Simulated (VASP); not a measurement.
Method: revPBE GGA, VASP's PBE PAW potentials (set 64) (plane waves; VASP).

VASP input:

KPOINTS:
```
Automatic mesh
0
Gamma
15 15 8
0 0 0
```

**INCAR**
```
ISMEAR=1   ! Methfessel-Paxton
LWAVE=F
ENCUT=520   ! plane-wave cut-off (eV)
SYSTEM=Re
EDIFF=1E-7
NSW=30
PREC=Accurate
LMAXMIX=6   ! l cut-off of mixed one-centre charges
IBRION=2
GGA=RE
ALGO=Normal   ! blocked Davidson
ISIF=4   ! ions and shape, fixed volume
NELM=100
LASPH=T   ! aspherical one-centre terms
LCHARG=F
SIGMA=0.1
EDIFFG=-0.01
LREAL=F
```

### POSCAR
```
Re
1
    1.4042998420    -2.4323185572     0.0000000000
    1.4042998420     2.4323185572     0.0000000000
    0.0000000000     0.0000000000     4.5357796798
Re
2
Direct
  0.3333330000   0.6666670000   0.2500000000
  0.6666670000   0.3333330000   0.7500000000
```

POTCAR, in this order: Re (PBE.64 set). Program: vasp_std.

Output

OUTCAR:
```
 ion  position               nearest neighbor table
   1  0.333  0.667  0.250-   2 2.79   2 2.79   2 2.79   2 2.79   2 2.79   2 2.79
   2  0.667  0.333  0.750-   1 2.79   1 2.79   1 2.79   1 2.79   1 2.79   1 2.79
  LATTYP: Found a hexagonal cell.
 ALAT       =     2.8085995816
 C/A-ratio  =     1.6149613172
 Subroutine PRICEL returns:
 Original cell was already a primitive cell.
 Subroutine GETGRP returns: Found 24 space group operations
The static configuration has the point symmetry D_3d.
 The point group associated with its full space group is D_6h.
The dynamic configuration has the point symmetry D_3d.
 Subroutine INISYM returns: Found 24 space group operations
 Subroutine IBZKPT returns following result:
 Found    135 irreducible k-points:

 Following reciprocal coordinates:
            Coordinates               Weight
  0.000000  0.000000  0.000000      1.000000
  0.066667  0.000000  0.000000      6.000000
  0.133333  0.000000  0.000000      6.000000
  0.200000 -0.000000  0.000000      6.000000
  0.266667  0.000000  0.000000      6.000000
  0.333333  0.000000  0.000000      6.000000
  0.400000  0.000000  0.000000      6.000000
  0.466667  0.000000  0.000000      6.000000
  0.066667  0.066667  0.000000      6.000000
  0.133333  0.066667  0.000000     12.000000
  0.200000  0.066667  0.000000     12.000000
  0.266667  0.066667  0.000000     12.000000
  0.333333  0.066667  0.000000     12.000000
  0.400000  0.066667  0.000000     12.000000
  0.466667  0.066667  0.000000      6.000000
  0.133333  0.133333  0.000000      6.000000
  0.200000  0.133333  0.000000     12.000000
  0.266667  0.133333  0.000000     12.000000
  0.333333  0.133333  0.000000     12.000000
  0.400000  0.133333  0.000000     12.000000
  0.200000  0.200000  0.000000      6.000000
  0.266667  0.200000  0.000000     12.000000
...
```

OSZICAR:
```
       N       E                     dE             d eps       ncg     rms          rms(c)
DAV:   1     0.301752979761E+02    0.30175E+02   -0.68806E+03  5383   0.156E+03
DAV:   2    -0.187957259684E+02   -0.48971E+02   -0.42017E+02  4756   0.314E+02
DAV:   3    -0.249431486732E+02   -0.61474E+01   -0.51619E+01  5110   0.248E+02
DAV:   4    -0.252801062759E+02   -0.33696E+00   -0.30405E+00  5497   0.254E+01
DAV:   5    -0.252946364306E+02   -0.14530E-01   -0.12802E-01  5189   0.313E+00    0.363E+01
DAV:   6    -0.242110325252E+02    0.10836E+01   -0.11877E+00  5537   0.336E+01    0.139E+01
DAV:   7    -0.238685411931E+02    0.34249E+00   -0.75947E-01  5735   0.260E+01    0.910E-01
DAV:   8    -0.238551187131E+02    0.13422E-01   -0.12577E-02  5878   0.151E+00    0.211E-01
DAV:   9    -0.238544321619E+02    0.68655E-03   -0.67535E-04  5766   0.360E-01    0.339E-02
DAV:  10    -0.238544518475E+02   -0.19686E-04   -0.41642E-05  5115   0.601E-02    0.429E-03
DAV:  11    -0.238544523899E+02   -0.54242E-06   -0.73516E-07  4264   0.195E-02    0.284E-03
DAV:  12    -0.238544514753E+02    0.91454E-06   -0.61826E-08  2782   0.758E-03    0.781E-04
DAV:  13    -0.238544514336E+02    0.41720E-07   -0.28009E-08  2686   0.647E-03
   1 F= -.23854451E+02 E0= -.23854718E+02  d E =-.238545E+02
       N       E                     dE             d eps       ncg     rms          rms(c)
DAV:   1    -0.238558781797E+02   -0.14267E-02   -0.12861E-01  4503   0.132E+01    0.187E-01
DAV:   2    -0.238548534493E+02    0.10247E-02   -0.14941E-03  5538   0.515E-01    0.935E-02
DAV:   3    -0.238545353444E+02    0.31810E-03   -0.72028E-04  5774   0.378E-01    0.166E-02
DAV:   4    -0.238545358877E+02   -0.54330E-06   -0.21208E-05  4802   0.551E-02    0.639E-03
DAV:   5    -0.238545356323E+02    0.25545E-06   -0.21067E-07  3172   0.183E-02    0.246E-03
DAV:   6    -0.238545356191E+02    0.13183E-07   -0.73080E-08  2478   0.900E-03
   2 F= -.23854536E+02 E0= -.23854904E+02  d E =-.841855E-04
       N       E                     dE             d eps       ncg     rms          rms(c)
DAV:   1    -0.238550080626E+02   -0.47243E-03   -0.26136E-02  4481   0.597E+00    0.848E-02
DAV:   2    -0.238547989734E+02    0.20909E-03   -0.30466E-04  5517   0.233E-01    0.419E-02
DAV:   3    -0.238547355281E+02    0.63445E-04   -0.14086E-04  5759   0.168E-01    0.771E-03
DAV:   4    -0.238547356897E+02   -0.16161E-06   -0.40920E-06  4787   0.240E-02    0.289E-03
DAV:   5    -0.238547356177E+02    0.72002E-07   -0.30464E-08  2545   0.827E-03
   3 F= -.23854736E+02 E0= -.23855056E+02  d E =-.284184E-03
```

### OUTCAR
```
------------------------ aborting loop because EDIFF is reached ----------------------------------------
  FORCE on cell =-STRESS in cart. coord.  units (eV):
  Direction    XX          YY          ZZ          XY          YZ          ZX
  --------------------------------------------------------------------------------------
  Total       -1.9798042     -1.9798040     -1.9804750      0.0000000      0.0000000      0.0000000
  in kB     -102.3695000   -102.3694906   -102.4041833      0.0000000      0.0000000      0.0000000
  external PRESSURE =    -102.3810580 kB  Pullay stress =       0.0000000 kB
  volume of cell :       30.99
      direct lattice vectors                 reciprocal lattice vectors
     1.402739089 -2.429615260  0.000000000     0.356445474 -0.205793900 -0.000000000
     1.402739089  2.429615260 -0.000000000     0.356445474  0.205793900  0.000000000
     0.000000000 -0.000000000  4.545878723     0.000000000  0.000000000  0.219979472
 POSITION                                       TOTAL-FORCE (eV/Angst)
 -----------------------------------------------------------------------------------
      1.40274      0.80987      1.13647        -0.000000      0.000000      0.000000
      1.40274     -0.80987      3.40941         0.000000     -0.000000      0.000000
 -----------------------------------------------------------------------------------
    total drift:                                0.000000      0.000012     -0.000016
  FREE ENERGIE OF THE ION-ELECTRON SYSTEM (eV)
  ---------------------------------------------------
  free  energy   TOTEN  =       -23.8547356177 eV

  energy  without entropy=      -23.8556957385  energy(sigma->0) =      -23.85505566

 reached required accuracy - stopping structural energy minimisation
```
(Selected blocks of OUTCAR.)

CONTCAR:
```
Re
   1.00000000000000
     1.4027390890177531   -2.4296152603336831    0.0000000000000000
     1.4027390890177531    2.4296152603336831   -0.0000000000000000
     0.0000000000000000   -0.0000000000000000    4.5458787232708424
  Re
     2
Direct
     0.3333330000000032    0.6666669999999968    0.2500000000000000
     0.6666669999999968    0.3333330000000032    0.7500000000000000
```

The compound is Re in the hcp structure. This cell is one point of a volume scan, at 1.03 of the reference volume. Symmetry was kept, so distortions that lower it aren't found.
